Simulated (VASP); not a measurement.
VASP ran on this input.

### INCAR
```
SYSTEM = MgI2
PREC = Accurate; ENCUT = 400; LREAL = .FALSE.
LASPH = .TRUE.
EDIFF = 1E-6; NELM = 100; ALGO = Normal
LMAXMIX = 4
ISMEAR = 0; SIGMA = 0.05
GGA = PE
ISIF = 2
LWAVE = .FALSE.; LCHARG = .FALSE.
```

### KPOINTS
```
Regular mesh
0
Gamma
  6 6 3
0 0 0
```

**POSCAR**
```
MgI2
1
    2.0750000000    -3.5940050000     0.0000000000
    2.0750000000     3.5940050000     0.0000000000
    0.0000000000     0.0000000000     6.8600000000
Mg I
1 2
Direct
  0.0000000000   0.0000000000   0.0000000000
  0.3333330000   0.6666670000   0.2420000000
  0.6666670000   0.3333330000   0.7580000000
```

POTCAR, in this order: Mg I (PBE.64 set). Program: vasp_std.

Problem. Translate this PBE calculation to Ansatz.

Solution. One equivalent input (not run):
Ansatz 0.2 input:
```yaml
crystal:
  lattice:
    - [2.0750000, -3.5940050, 0.0000000]
    - [2.0750000, 3.5940050, 0.0000000]
    - [0.0000000, 0.0000000, 6.8600000]
  atoms:
    - { symbol: Mg, position: [0.0000000, 0.0000000, 0.0000000] }
    - { symbol: I, position: [0.3333330, 0.6666670, 0.2420000] }
    - { symbol: I, position: [0.6666670, 0.3333330, 0.7580000] }
kpoints:
  mp_grid: { grid: [6, 6, 3] }
hamiltonian:
  xc: pbe
  pseudopotentials: { kind: paw }
scf:
  occupations: { method: gaussian, width: 0.05 }
  max_iter: 100
output: { forces: true, stress: true, eigenvalues: true }
```
What does not carry over: each code has its own PAW files, so the cut-off isn't converted (ENCUT is set for VASP's; basis.ecutwfc is left out, and Ansatz then takes the one that its files recommend); Ansatz stops its SCF on the density residual and VASP on the energy change (EDIFF).

The compound is MgI2 in the 1T layered structure. The cell was not relaxed at this level.
